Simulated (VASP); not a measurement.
Here is the system:

```xyz
5
Lattice="3.1528 1.8203 2.6647 -3.1528 1.8203 2.6647 0.0000 -3.6405 2.6647" Properties=species:S:1:pos:R:3 pbc="T T T"
K      0.0000     0.0000     0.0666
I      0.0000     0.0000     4.0518
O      0.0000     1.6249     3.1708
O     -1.4072    -0.8124     3.1708
O      1.4072    -0.8124     3.1708
```

All values below come from LDA (Ceperley-Alder, Perdew-Zunger), VASP's LDA PAW potentials (set 64) (plane waves; VASP). Numerical set-up: 400 eV cut-off, 5×5×5 Γ-centred mesh, Gaussian smearing of 0.010 eV, potentials K_sv I O.

At this cut-off the stress carries a Pulay error, which pulls relaxed volumes low.

**Question.** What does the run give for the energy per atom (σ→0), pressure?

**Answer.** 
```
Item                            Value
---------------------  --------------
energy per atom (σ→0)  -5.045 eV/atom
pressure                    -9.36 GPa
```

The structure comes from a computed database's KIO3 entry (R3m); how it stands against other phases isn't given here. The cell was not relaxed at this level.
